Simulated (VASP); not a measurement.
**GW on GaN**

How does the gap of GaN change from the starting functional to GW? The cell is of the wurtzite type, one of the forms listed for this formula. The start is a cell from a database of measured crystal structures.

Program: VASP 6.6.1. Level of theory: PBE; plane waves and PAW (Ga_d_GW, N_GW), in the first sound run; inputs show where later runs differ. Results are calculated unless marked as measured.

**Measured values to reproduce.**

For GaN, wurtzite (literature experimental value, sample not described, 2 K), “On the origin of Blue Luminescence in Mg doped GaN” (2017, arxiv:1708.04036) quotes earlier work: band gap (band gap at 2 K) 3.51 eV [Literature value quoted for comparison without method or sample details; may be an …].

Report form: the programs' logs are mostly left out.

The database entry behind the starting cell differs from later determinations by our own check (about 0.3 % short, ideal inner coordinate), so it need not match the best structure at ambient conditions.

## 1. Set-up

The structure is hexagonal, space group P6_3mc (No. 186). Conventional cell: a = 3.180 Å, b = 3.180 Å, c = 5.166 Å, α = 90.00°, β = 90.00°, γ = 120.00°. Nearest to Ga lie 4 N at 1.94 to 1.95 Å. N has 4 Ga at 1.94 to 1.95 Å nearest. Farther neighbours and most contacts between anions are not listed.

## 2. Ground state

The orbitals come from a self-consistent PBE run with a tight EDIFF and a narrow smearing. KPOINTS_OPT adds the bands along a path, which shows whether the mesh holds the band edges.

INCAR reads:

```
SYSTEM = GaN
PREC = Accurate
ENCUT = 450
EDIFF = 1E-08
NELM = 100
ISMEAR = 0
SIGMA = 0.01
LREAL = .FALSE.
ALGO = Normal
GGA = PE
NBANDS = 24
LORBIT = 11
LWAVE = .TRUE.
LCHARG = .FALSE.
KPAR = 8
```

POSCAR reads:

```
GaN
1.0
    3.1800000000      0.0000000000      0.0000000000
   -1.5900000000      2.7539607840      0.0000000000
    0.0000000000      0.0000000000      5.1660000000
Ga N
2 2
Direct
    0.3333333333      0.6666666667      0.0000000000
    0.6666666667      0.3333333333      0.5000000000
    0.3333333333      0.6666666667      0.3750000000
    0.6666666667      0.3333333333      0.8750000000
```

KPOINTS reads:

```
Automatic mesh
0
Gamma
6 6 4
0 0 0
```

KPOINTS_OPT reads:

```
Line mode
12
Line-mode
Reciprocal
  0.00000000   0.00000000   0.00000000 GAMMA
  0.50000000   0.00000000   0.00000000 M

  0.50000000   0.00000000   0.00000000 M
  0.33333333   0.33333333   0.00000000 K

  0.33333333   0.33333333   0.00000000 K
  0.00000000   0.00000000   0.00000000 GAMMA

  0.00000000   0.00000000   0.00000000 GAMMA
  0.00000000   0.00000000   0.50000000 A

  0.00000000   0.00000000   0.50000000 A
  0.50000000   0.00000000   0.50000000 L

  0.50000000   0.00000000   0.50000000 L
  0.33333333   0.33333333   0.50000000 H

  0.33333333   0.33333333   0.50000000 H
  0.00000000   0.00000000   0.50000000 A

  0.50000000   0.00000000   0.50000000 L
  0.50000000   0.00000000   0.00000000 M

  0.33333333   0.33333333   0.00000000 K
  0.33333333   0.33333333   0.50000000 H
```

PAW data sets: Ga_d_GW and N_GW (PBE family, release 64).

Launch:

```sh
$ mpirun -np 8 vasp_std
```

Elapsed: 12 s, on 8 MPI ranks of AMD EPYC 7R43, shared host; peak memory 1.2 GiB; 94 s of CPU time.

This step gave:

* free energy (TOTEN): -24.25 eV
* Fermi energy: 5.334 eV
* pressure: 5.706 GPa
* least gap on mesh and path: 1.970 eV
* least direct gap on mesh and path: 1.970 eV

The highest empty bands on the path are converged less tightly, to about 0.1 eV. The electronic bands at the labelled points (eV, zero at the valence-band top; v1 is the highest filled band, c1 the lowest empty one):

| point | v4 | v3 | v2 | v1 | c1 | c2 | c3 | c4 |
| --- | --- | --- | --- | --- | --- | --- | --- | --- |
| Γ | -1.06 | -0.06 | 0.00 | 0.00 | 1.97 | 4.30 | 9.26 | 9.91 |
| 0.45 of the way | -2.56 | -1.90 | -0.62 | -0.42 | 4.13 | 5.94 | 7.59 | 8.64 |
| M | -4.28 | -2.78 | -2.26 | -0.99 | 5.07 | 5.61 | 6.07 | 8.67 |
| 0.45 of the way | -4.24 | -3.53 | -2.39 | -1.76 | 5.66 | 6.42 | 6.53 | 8.54 |
| K | -5.34 | -3.04 | -3.04 | -2.72 | 5.12 | 7.88 | 7.88 | 8.44 |
| 0.45 of the way | -4.02 | -2.70 | -1.21 | -1.10 | 5.31 | 6.85 | 7.29 | 7.62 |
| Γ | -1.06 | -0.06 | 0.00 | 0.00 | 1.97 | 4.30 | 9.26 | 9.91 |
| 0.45 of the way | -0.94 | -0.94 | -0.14 | -0.14 | 3.02 | 4.39 | 8.92 | 9.77 |
| A | -0.54 | -0.54 | -0.54 | -0.54 | 4.29 | 4.29 | 8.54 | 8.54 |
| 0.45 of the way | -2.03 | -2.03 | -1.20 | -1.20 | 5.32 | 5.32 | 7.66 | 7.66 |
| L | -1.96 | -1.96 | -1.93 | -1.93 | 4.42 | 4.42 | 7.84 | 7.84 |
| 0.45 of the way | -3.08 | -3.08 | -1.63 | -1.63 | 5.26 | 5.26 | 8.15 | 8.15 |
| H | -4.23 | -4.23 | -1.51 | -1.51 | 6.49 | 6.49 | 7.33 | 7.33 |
| 0.45 of the way | -2.32 | -2.32 | -1.88 | -1.88 | 5.72 | 5.72 | 7.80 | 7.80 |
| A | -0.54 | -0.54 | -0.54 | -0.54 | 4.29 | 4.29 | 8.54 | 8.54 |
| jump to L | -1.96 | -1.96 | -1.93 | -1.93 | 4.42 | 4.42 | 7.84 | 7.84 |
| 0.45 of the way | -3.20 | -2.51 | -1.68 | -1.35 | 4.26 | 5.09 | 7.73 | 7.82 |
| M | -4.28 | -2.78 | -2.26 | -0.99 | 5.07 | 5.61 | 6.07 | 8.67 |
| jump to K | -5.34 | -3.04 | -3.04 | -2.72 | 5.12 | 7.88 | 7.88 | 8.44 |
| 0.45 of the way | -5.09 | -3.15 | -2.34 | -2.34 | 5.77 | 7.36 | 7.36 | 8.26 |
| H | -4.23 | -4.23 | -1.51 | -1.51 | 6.49 | 6.49 | 7.33 | 7.33 |

Of the projections kept (Ga, N), the largest for each band there; the rest of the weight can lie on other orbitals:

```csv
point,v4,v3,v2,v1,c1,c2,c3,c4
Γ,N 0.71,N 0.78,N 0.78,N 0.78,N 0.59,Ga 0.71,N 0.82,Ga 1.00
M,N 0.54,N 0.65,N 0.63,N 0.73,Ga 0.88,Ga 0.59,Ga 0.52,N 0.64
K,N 0.54,N 0.60,N 0.60,N 0.63,Ga 0.89,N 0.56,N 0.56,N 0.72
Γ,N 0.71,N 0.78,N 0.78,N 0.78,N 0.59,Ga 0.71,N 0.82,Ga 1.00
A,N 0.74,N 0.74,N 0.74,N 0.74,N 0.54,N 0.54,Ga 0.63,Ga 0.63
L,N 0.68,N 0.68,N 0.67,N 0.67,Ga 0.73,Ga 0.73,Ga 0.76,Ga 0.76
```

The cell has a gap of 1.97 eV on mesh and path and a pressure of +5.7 GPa, which holds the misfit of the given cell and coordinates with this functional, and any error of cutoff, mesh and data sets. Spin-orbit coupling is left out, which can shift or reorder these edges. Forces of up to 0.14 eV/Å remain in these settings.

## 3. Empty bands

ALGO = Exact makes the empty bands from the converged ground state in one step. LOPTICS writes the k-derivatives of the orbitals (WAVEDER), which give the long-wavelength limit of the screening.

INCAR reads:

```
SYSTEM = GaN
PREC = Accurate
ENCUT = 450
ISMEAR = 0
SIGMA = 0.01
LREAL = .FALSE.
GGA = PE
NBANDS = 104
ALGO = Exact
NELM = 1
LWAVE = .TRUE.
LCHARG = .FALSE.
LOPTICS = .TRUE.
NEDOS = 1000
CSHIFT = 0.1
```

POSCAR is that of step 2.

KPOINTS is that of step 2.

Launch:

```sh
$ mpirun -np 8 vasp_std
```

Elapsed: 10 s, on 8 MPI ranks; peak memory 1.1 GiB; 78 s of CPU time.

The gap is read on the k-mesh alone, so it is an upper bound where the band edges lie off the mesh.

A gap read on the k-mesh alone can miss the band edges.

This step gave:

```
gap on the k-mesh              : 1.970 eV
least direct gap on the k-mesh : 1.970 eV
```

WAVECAR now holds 104 bands for 36 electrons. Its independent-particle dielectric tensor has xx, yy, zz = 6.3, 6.3, 6.2 on this mesh, which isn't tested for convergence in mesh or bands and lacks local fields.

## 4. G0W0, ENCUTGW 100, bands in the sums 104

This step: G0W0 on PBE; plane waves and PAW (Ga_d_GW, N_GW) (VASP 6.6.1).

One pass of GW corrects the levels to first order, with G and W from the starting orbitals.

INCAR reads:

```
SYSTEM = GaN
PREC = Accurate
ENCUT = 450
ISMEAR = 0
SIGMA = 0.01
LREAL = .FALSE.
GGA = PE
NBANDS = 104
ALGO = EVGW0
NELMGW = 1
ENCUTGW = 100
NOMEGA = 48
PRECFOCK = Fast
NBANDSGW = 32
LWAVE = .FALSE.
LCHARG = .FALSE.
```

POSCAR is that of step 3.

KPOINTS is that of step 3.

Launch:

```sh
$ mpirun -np 8 vasp_std
```

Wall time 3.6 min (8 MPI ranks); peak memory 1.5 GiB; 29 min of CPU time.

Numbers from this step:

| Property | Result |
| --- | --- |
| quasiparticle gap on the mesh | 3.129 eV |
| smallest direct quasiparticle gap on the mesh | 3.129 eV |
| gap of the starting orbitals on the mesh | 1.970 eV |

GW takes the gap from 1.970 to 3.129 eV. Spin-orbit coupling is left out. The value holds for 104 bands, ENCUTGW = 100 eV and this mesh, and isn't shown to be converged in them.

## 5. Empty bands

This step: PBE; plane waves and PAW (Ga_d_GW, N_GW) (VASP 6.6.1).

The empty bands are made again, for the run that follows.

INCAR reads:

```
SYSTEM = GaN
PREC = Accurate
ENCUT = 450
ISMEAR = 0
SIGMA = 0.01
LREAL = .FALSE.
GGA = PE
NBANDS = 176
ALGO = Exact
NELM = 1
LWAVE = .TRUE.
LCHARG = .FALSE.
LOPTICS = .TRUE.
NEDOS = 1000
CSHIFT = 0.1
```

POSCAR is that of step 4.

KPOINTS is that of step 4.

Launch:

```sh
$ mpirun -np 8 vasp_std
```

The job ended after 11 s (8 MPI ranks; peak memory 1.2 GiB; 80 s of CPU time).

WAVECAR now holds 176 bands for 36 electrons.

## 6. G0W0, ENCUTGW 140, bands in the sums 176

This step: G0W0 on PBE; plane waves and PAW (Ga_d_GW, N_GW) (VASP 6.6.1).

ENCUTGW rises to 140 eV and the bands with it, to about the number of plane waves under that cutoff.

INCAR reads:

```
SYSTEM = GaN
PREC = Accurate
ENCUT = 450
ISMEAR = 0
SIGMA = 0.01
LREAL = .FALSE.
GGA = PE
NBANDS = 176
ALGO = EVGW0
NELMGW = 1
ENCUTGW = 140
NOMEGA = 48
PRECFOCK = Fast
NBANDSGW = 32
LWAVE = .FALSE.
LCHARG = .FALSE.
```

POSCAR is that of step 5.

KPOINTS is that of step 5.

Launch:

```sh
$ mpirun -np 8 vasp_std
```

The job ended after 5.8 min (8 MPI ranks; peak memory 2 GiB).

The gap is now 3.169 eV, +40 meV against the GW run before. Spin-orbit coupling is left out.

## 7. Empty bands

This step: PBE; plane waves and PAW (Ga_d_GW, N_GW) (VASP 6.6.1).

INCAR reads:

```
SYSTEM = GaN
PREC = Accurate
ENCUT = 450
ISMEAR = 0
SIGMA = 0.01
LREAL = .FALSE.
GGA = PE
NBANDS = 256
ALGO = Exact
NELM = 1
LWAVE = .TRUE.
LCHARG = .FALSE.
LOPTICS = .TRUE.
NEDOS = 1000
CSHIFT = 0.1
```

POSCAR is that of step 6.

KPOINTS is that of step 6.

Launch:

```sh
$ mpirun -np 8 vasp_std
```

Wall time 13 s (8 MPI ranks); peak memory 1.2 GiB.

WAVECAR now holds 256 bands for 36 electrons.

## 8. G0W0, ENCUTGW 180, bands in the sums 256

This step: G0W0 on PBE; plane waves and PAW (Ga_d_GW, N_GW) (VASP 6.6.1).

ENCUTGW rises to 180 eV and the bands with it, to about the number of plane waves under that cutoff.

INCAR reads:

```
SYSTEM = GaN
PREC = Accurate
ENCUT = 450
ISMEAR = 0
SIGMA = 0.01
LREAL = .FALSE.
GGA = PE
NBANDS = 256
ALGO = EVGW0
NELMGW = 1
ENCUTGW = 180
NOMEGA = 48
PRECFOCK = Fast
NBANDSGW = 32
LWAVE = .FALSE.
LCHARG = .FALSE.
```

POSCAR is that of step 7.

KPOINTS is that of step 7.

Launch:

```sh
$ mpirun -np 8 vasp_std
```

Run time: 25 min. Hardware: 8 MPI ranks; peak memory 2.7 GiB.

The gap is now 3.188 eV, +19 meV against the GW run before. Spin-orbit coupling is left out.

## 9. Empty bands

This step: PBE; plane waves and PAW (Ga_d_GW, N_GW) (VASP 6.6.1).

INCAR reads:

```
SYSTEM = GaN
PREC = Accurate
ENCUT = 450
ISMEAR = 0
SIGMA = 0.01
LREAL = .FALSE.
GGA = PE
NBANDS = 336
ALGO = Exact
NELM = 1
LWAVE = .TRUE.
LCHARG = .FALSE.
LOPTICS = .TRUE.
NEDOS = 1000
CSHIFT = 0.1
```

POSCAR is that of step 8.

KPOINTS is that of step 8.

Launch:

```sh
$ mpirun -np 8 vasp_std
```

Wall time 30 s (8 MPI ranks); peak memory 1.3 GiB.

WAVECAR now holds 336 bands for 36 electrons.

## 10. G0W0, ENCUTGW 220, bands in the sums 336

This step: G0W0 on PBE; plane waves and PAW (Ga_d_GW, N_GW) (VASP 6.6.1).

ENCUTGW rises to 220 eV and the bands with it, to about the number of plane waves under that cutoff.

INCAR reads:

```
SYSTEM = GaN
PREC = Accurate
ENCUT = 450
ISMEAR = 0
SIGMA = 0.01
LREAL = .FALSE.
GGA = PE
NBANDS = 336
ALGO = EVGW0
NELMGW = 1
ENCUTGW = 220
NOMEGA = 48
PRECFOCK = Fast
NBANDSGW = 32
LWAVE = .FALSE.
LCHARG = .FALSE.
```

POSCAR is that of step 9.

KPOINTS is that of step 9.

Launch:

```sh
$ mpirun -np 8 vasp_std
```

Wall time 37 min (8 MPI ranks); peak memory 3.5 GiB; 4.1 h of CPU time.

The gap is now 3.201 eV, +13 meV against the GW run before. Spin-orbit coupling is left out.

## 11. G0W0, one more run

A run with a slip in its input follows, to show how it looks in the output.

INCAR, as its differences from that of step 10:

```diff
@@ -7,6 +7,6 @@
 GGA = PE
-NBANDS = 336
+NBANDS = 504
 ALGO = EVGW0
 NELMGW = 1
-ENCUTGW = 220
+ENCUTGW = 140
 NOMEGA = 48
```

POSCAR is that of step 10.

KPOINTS is that of step 10.

Launch:

```sh
$ mpirun -np 8 vasp_std
```

Run time: 16 min. Hardware: 8 MPI ranks.

The run was cut off at its time limit.

The fault in the input: band count unlike the orbitals file (NBANDS = 504). 

## 12. Summary

This step: GW series: G0W0 on PBE; plane waves and PAW (VASP 6.6.1).

This step runs nothing: it gathers the runs above.

Numbers from this step:

```yaml
gap_extrapolated_to_a_complete_basis: 3.234 eV
direct_gap_extrapolated_to_a_complete_basis: 3.234 eV
```

Cost is wall time times ranks on a shared host, with the step that makes the empty bands. GW runs:

| level | bands | ENCUTGW (eV) | NOMEGA | k mesh | starting gap (eV) | quasiparticle gap (eV) | direct gap (eV) | cost (core minutes) |
| --- | --- | --- | --- | --- | --- | --- | --- | --- |
| G0W0 | 104 | 100 | 48 | 6x6x4 | 1.97 | 3.129 | 3.129 | 30.32 |
| G0W0 | 176 | 140 | 48 | 6x6x4 | 1.97 | 3.169 | 3.169 | 47.43 |
| G0W0 | 256 | 180 | 48 | 6x6x4 | 1.97 | 3.188 | 3.188 | 199.2 |
| G0W0 | 336 | 220 | 48 | 6x6x4 | 1.97 | 3.201 | 3.201 | 296.5 |

## 13. Results

```
G0W0 on PBE, 336 bands, ENCUTGW 220 eV, NOMEGA 48, mesh 6×6×4 : 1.970 → 3.201 eV
G0W0 on PBE, 104 bands, ENCUTGW 100 eV, NOMEGA 48, mesh 6×6×4 : 1.970 → 3.129 eV
gap at a complete basis (linear in ENCUTGW^-3/2)              : 3.23 eV
```

What this shows: G0W0 gives a quasiparticle gap of 3.201 eV on the mesh, 1.23 eV over the PBE gap on the same mesh. On mesh and path the starting valence top lies at Γ and the conduction bottom at Γ, so the starting gap is direct. Both points lie on the GW mesh. The steps of the series move the gap by +40, +19, +13 meV; the last costs 1.5 times the one before. The last step lies within a tolerance of 30 meV, picked for this account, and the last two together move the gap by +32 meV. Extrapolated from the last three points to a complete basis, the gap is 3.23 eV, +33 meV from the dearest run. The extrapolation removes the error of the response basis alone, at this mesh, ENCUT and data set. In Ga_d_GW the d shell is in the valence without all the semicore s and p states of the same shell; those stay frozen in the core, and how far that moves the GW gap wasn't tested here. Spin-orbit coupling is left out; with Ga in the cell it can split or shift band edges, by an amount that depends on which atoms form them and isn't tested here. The given cell is kept, although it stands at +5.7 GPa at PBE and ENCUT = 450 eV, which holds the mismatch of the given cell with this functional and any basis-set error. Not tabulated here, as repeats of values shown or as unfit to read for their mesh, reference level or band range: eps2 curves (empty bands); eps1 curves and static values (empty bands); gaps (empty bands). The run with band count unlike the orbitals file reached its time limit and gave no result.

Calculation against experiment:

| quantity | measured | PBE | G0W0 on PBE |
| --- | --- | --- | --- |
| band gap (least gap) (eV) | 3.51 | 1.97 (-1.54 eV) | 3.20 (-0.31 eV) |

Measured values from arxiv:1708.04036 (2017).

**Verdict.** The band gap is off by -0.31 eV at G0W0 on PBE: fair agreement. Zero-point and thermal motion shift the measured gap. No cell relaxation is part of this session.

[Lines on the potential files, build, host, timing and source positions are cut from VASP's logs without a mark.]

[Logs are printed without paths, hosts, clocks, repeated set-up lines and the standing remarks that a program may print on its own settings, such as how far it seeks lower states.]

[Hosts, paths, dates, database ids (printed as entryN), source tags and the programs' standing remarks are cut or masked in the printed files.]

[Pressures printed for these runs are not shown converged in the cutoff: they can be off by several GPa and have the wrong sign.]
